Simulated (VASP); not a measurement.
Level of theory: PBE GGA with D3 dispersion (Becke-Johnson damping), VASP's PBE PAW potentials (set 64) (plane waves; VASP 6.6.1).

VASP ran on this input.

POSCAR:
```
MnO2
1
    4.4061160138     0.0000000000     0.0000000000
    0.0000000000     4.4061160138     0.0000000000
    0.0000000000     0.0000000000     2.8734986381
Mn O
2 4
Direct
  0.0000000000   0.0000000000   0.0000000000
  0.5000000000   0.5000000000   0.5000000000
  0.3043695019   0.3043695019   0.0000000000
  0.8043695019   0.1956304981   0.5000000000
  0.1956304981   0.8043695019   0.5000000000
  0.6956304981   0.6956304981   0.0000000000
```

**KPOINTS**
```
Automatic mesh
0
Gamma
6 6 10
0 0 0
```

INCAR:
```
SYSTEM = MnO2
PREC = Accurate
ENCUT = 520
EDIFF = 1E-6
NELM = 100
ALGO = Normal
LREAL = .FALSE.
LASPH = .TRUE.
ISMEAR = 1
SIGMA = 0.1
GGA = PE
IVDW = 12
LMAXMIX = 4
ISPIN = 2
MAGMOM = 3.0 -3.0 0.0 0.0 0.0 0.0
LORBIT = 10
LWAVE = .FALSE.
LCHARG = .FALSE.
IBRION = 2
ISIF = 3
NSW = 60
EDIFFG = -0.02
```

POTCAR, in this order: Mn_pv O (PBE.64 set). Program: vasp_std.

Output

OSZICAR:
```
       N       E                     dE             d eps       ncg     rms          rms(c)
DAV:   1     0.653242317753E+03    0.65324E+03   -0.28589E+04  7320   0.202E+03
DAV:   2     0.205129024318E+02   -0.63273E+03   -0.59633E+03  7722   0.572E+02
DAV:   3    -0.607828314732E+02   -0.81296E+02   -0.79258E+02  9234   0.194E+02
DAV:   4    -0.641182288608E+02   -0.33354E+01   -0.29300E+01  8232   0.340E+01
DAV:   5    -0.641785043761E+02   -0.60276E-01   -0.60232E-01  7596   0.528E+00    0.439E+01
DAV:   6    -0.593858401801E+02    0.47927E+01   -0.17477E+02  9276   0.120E+02    0.555E+01
DAV:   7    -0.503672639409E+02    0.90186E+01   -0.13568E+02  9386   0.124E+02    0.202E+01
DAV:   8    -0.483550439920E+02    0.20122E+01   -0.89498E+00  7686   0.287E+01    0.866E+00
DAV:   9    -0.479024308918E+02    0.45261E+00   -0.22083E+00  9734   0.154E+01    0.328E+00
DAV:  10    -0.479198594068E+02   -0.17429E-01   -0.21919E-01  7618   0.377E+00    0.176E+00
DAV:  11    -0.479139318394E+02    0.59276E-02   -0.31510E-02  7870   0.184E+00    0.442E-01
DAV:  12    -0.479142516212E+02   -0.31978E-03   -0.38063E-03  8156   0.751E-01    0.219E-01
DAV:  13    -0.479142263973E+02    0.25224E-04   -0.27431E-04  8454   0.181E-01    0.848E-02
DAV:  14    -0.479142120793E+02    0.14318E-04   -0.69889E-05  8244   0.997E-02    0.337E-02
DAV:  15    -0.479142093973E+02    0.26820E-05   -0.89747E-05  7552   0.126E-01    0.239E-02
DAV:  16    -0.479142073697E+02    0.20276E-05   -0.16578E-05  7468   0.574E-02    0.758E-03
DAV:  17    -0.479142074163E+02   -0.46600E-07   -0.20439E-06  5788   0.194E-02
   1 F= -.48880962E+02 E0= -.48880766E+02  d E =-.488810E+02  mag=     0.0000
       N       E                     dE             d eps       ncg     rms          rms(c)
DAV:   1    -0.479160320789E+02   -0.18247E-02   -0.16877E-01  7200   0.379E+00    0.603E-01
DAV:   2    -0.479145052485E+02    0.15268E-02   -0.21236E-02  8242   0.198E+00    0.538E-01
DAV:   3    -0.479128837825E+02    0.16215E-02   -0.79012E-03  9176   0.117E+00    0.216E-01
DAV:   4    -0.479125935618E+02    0.29022E-03   -0.16737E-03  7900   0.410E-01    0.800E-02
DAV:   5    -0.479125746777E+02    0.18884E-04   -0.12725E-04  8466   0.917E-02    0.403E-02
DAV:   6    -0.479125699419E+02    0.47358E-05   -0.29629E-05  7386   0.614E-02    0.196E-02
DAV:   7    -0.479125684265E+02    0.15154E-05   -0.46968E-06  7712   0.249E-02    0.758E-03
DAV:   8    -0.479125684428E+02   -0.16254E-07   -0.53146E-07  3612   0.745E-03
   2 F= -.48881532E+02 E0= -.48881349E+02  d E =-.570102E-03  mag=    -0.0000
```

**OUTCAR**
```
------------------------ aborting loop because EDIFF is reached ----------------------------------------
 Edisp (eV)   -0.96896
  FORCE on cell =-STRESS in cart. coord.  units (eV):
  Direction    XX          YY          ZZ          XY          YZ          ZX
  --------------------------------------------------------------------------------------
  Total       0.10517     0.10517     0.01902     0.00000     0.00000     0.00000
  in kB       3.02730     3.02730     0.54735     0.00000     0.00000     0.00000
  external pressure =        2.20 kB  Pullay stress =        0.00 kB
  volume of cell :       55.66
      direct lattice vectors                 reciprocal lattice vectors
     4.406564906 -0.000000000  0.000000000     0.226934136  0.000000000  0.000000000
     0.000000000  4.406564906  0.000000000     0.000000000  0.226934136  0.000000000
     0.000000000  0.000000000  2.866589134     0.000000000  0.000000000  0.348846644
 POSITION                                       TOTAL-FORCE (eV/Angst)
 -----------------------------------------------------------------------------------
      0.00000      0.00000      0.00000        -0.000000      0.000000     -0.000000
      2.20328      2.20328      1.43329        -0.000000      0.000000     -0.000000
      1.33996      1.33996      2.86659        -0.012531     -0.012531     -0.000000
      3.54325      0.86332      1.43329        -0.012531      0.012531      0.000000
      0.86332      3.54325      1.43329         0.012531     -0.012531     -0.000000
      3.06660      3.06660      0.00000         0.012531      0.012531      0.000000
 -----------------------------------------------------------------------------------
    total drift:                                0.000000      0.000000      0.000000
  FREE ENERGIE OF THE ION-ELECTRON SYSTEM (eV)
  ---------------------------------------------------
  free  energy   TOTEN  =       -48.8815323360 eV

  energy  without entropy=      -48.8809832139  energy(sigma->0) =      -48.88134930

 total charge

# of ion       s       p       d       tot
------------------------------------------
    1        0.352   6.464   4.914  11.730
    2        0.352   6.464   4.914  11.730
    3        1.569   3.458   0.000   5.027
    4        1.569   3.458   0.000   5.027
    5        1.569   3.458   0.000   5.027
    6        1.569   3.458   0.000   5.027
--------------------------------------------------
tot          6.982  26.759   9.828  43.569

 magnetization (x)

# of ion       s       p       d       tot
------------------------------------------
    1        0.013   0.020   2.471   2.504
    2       -0.013  -0.020  -2.471  -2.504
    3       -0.001  -0.047   0.000  -0.048
    4        0.001   0.047   0.000   0.048
    5        0.001   0.047   0.000   0.048
    6       -0.001  -0.047   0.000  -0.048
--------------------------------------------------
tot          0.000   0.000  -0.000  -0.000

 reached required accuracy - stopping structural energy minimisation
```
(Selected blocks of OUTCAR.)

CONTCAR:
```
MnO2
   1.00000000000000
     4.4065649055161336   -0.0000000000000000    0.0000000000000000
     0.0000000000000000    4.4065649055161336    0.0000000000000000
     0.0000000000000000    0.0000000000000000    2.8665891342199954
  Mn              O
     2     4
Direct
     0.0000000000000000    0.0000000000000000    0.0000000000000000
     0.5000000000000000    0.5000000000000000    0.5000000000000000
     0.3040834931232829    0.3040834931232829    1.0000000000000000
     0.8040834931232829    0.1959165068767171    0.5000000000000000
     0.1959165068767171    0.8040834931232829    0.5000000000000000
     0.6959165068767171    0.6959165068767171    0.0000000000000000
```

The compound is MnO2 in the rutile structure. This run relaxes it. Symmetry was kept, so distortions that lower it aren't found. The start is the result of an earlier pass.
